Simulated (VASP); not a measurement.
Crystal: Ta2Bi2O.

```
CELL_PARAMETERS angstrom
4.38647 0.00000 0.00000
0.00000 4.38647 0.00000
0.00000 0.00000 5.49407
ATOMIC_POSITIONS crystal
Ta 0.00000 0.50000 0.00000
Ta 0.50000 0.00000 0.00000
Bi 0.50000 0.50000 0.00000
Bi 0.50000 0.50000 0.50000
O 0.00000 0.00000 0.50000
```

The cell was built by a generator and needn't be a form met in nature.

| Quantity | Value |
| --- | --- |
| Program | VASP 6.6.1 |
| Task | relaxation of cell and atoms |
| Functional | PBE |
| Potentials or basis | VASP PAW PBE potentials, release 64 (Ta_pv, Bi_d, O) |
| Cutoff | 520 eV |
| k mesh | 3 × 3 × 3 |
| Occupations | gaussian, width 0.15 eV |
| Spin | no spin polarisation |

At the start: pressure 70.8 GPa; volume 21.14 Å³/atom.

Problem. How do energy, volume and symmetry change on relaxing?

Solution. Over 13 steps the energy falls by 1884.2 meV/atom and the volume is 31.59 Å³/atom (+49.4 %); space group P4/mmm (No. 123, to 0.05 Å).

Step by step:
```tsv
step	energy change (eV)	largest force (eV/Å)	pressure (GPa)	volume (Å³)
1	0.0000	0.0000	70.78	105.71
2	1.6705	0.0000	-12.34	310.10
3	-8.9711	0.0000	-5.53	173.17
4	-9.2920	0.0000	-3.12	164.02
5	-9.3897	0.0000	1.73	152.97
6	-9.4023	0.0000	0.72	155.52
7	-9.4005	0.0000	0.31	156.63
8	-9.4183	0.0000	-0.45	158.87
9	-9.4183	0.0000	-0.56	159.28
10	-9.4184	0.0000	-0.59	159.09
11	-9.4184	0.0000	-0.54	158.98
12	-9.4195	0.0000	0.29	157.11
13	-9.4211	0.0000	0.16	157.93
```

Final structure:
```cif
data_structure
_symmetry_space_group_name_H-M 'P 1'
_symmetry_Int_Tables_number 1
_cell_length_a 5.2046
_cell_length_b 5.2046
_cell_length_c 5.8305
_cell_angle_alpha 90.000
_cell_angle_beta 90.000
_cell_angle_gamma 90.000
_cell_volume 157.93
loop_
_atom_site_label
_atom_site_type_symbol
_atom_site_fract_x
_atom_site_fract_y
_atom_site_fract_z
_atom_site_occupancy
Ta1 Ta 0.00000 0.50000 0.00000 1
Ta2 Ta 0.50000 0.00000 0.00000 1
Bi1 Bi 0.50000 0.50000 0.00000 1
Bi2 Bi 0.50000 0.50000 0.50000 1
O1 O 0.00000 0.00000 0.50000 1
```

Caveat: the k mesh is coarse (spacing up to 0.48 Å⁻¹), so the values aren't converged; the volume moved by over 15 % at a fixed basis, so the end points are rough.
